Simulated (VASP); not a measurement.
Energy against volume of Ni₃Si (L1_2). These are PBE GGA, VASP's PBE PAW potentials (set 64) (plane waves; VASP) values and carry that method's errors. Settings: 520 eV cut-off, 9×9×9 Γ-centred mesh, first-order Methfessel-Paxton smearing of 0.10 eV, potentials Si Ni.

| V (Å³/atom) | E (eV/atom) |
|---|---|
| 10.128 | -5.89102 |
| 10.451 | -5.91319 |
| 10.774 | -5.92008 |
| 11.097 | -5.91413 |

Question: Fit these four points and predict the energy of the run at 11.420 Å³/atom.

Answer: A cubic in V^(−2/3), the third-order Birch-Murnaghan form, passes through the four points with V0 = 10.78 Å³/atom and B0 = 212 GPa, and gives -5.8974 eV/atom there. The run gave -5.8974 eV/atom, -0.0 meV/atom from the fit; all five points give B0 = 211 GPa.

The compound is Ni3Si in the L1_2 structure. It was relaxed first. The run is not spin-polarised, so no magnetic state was tried.
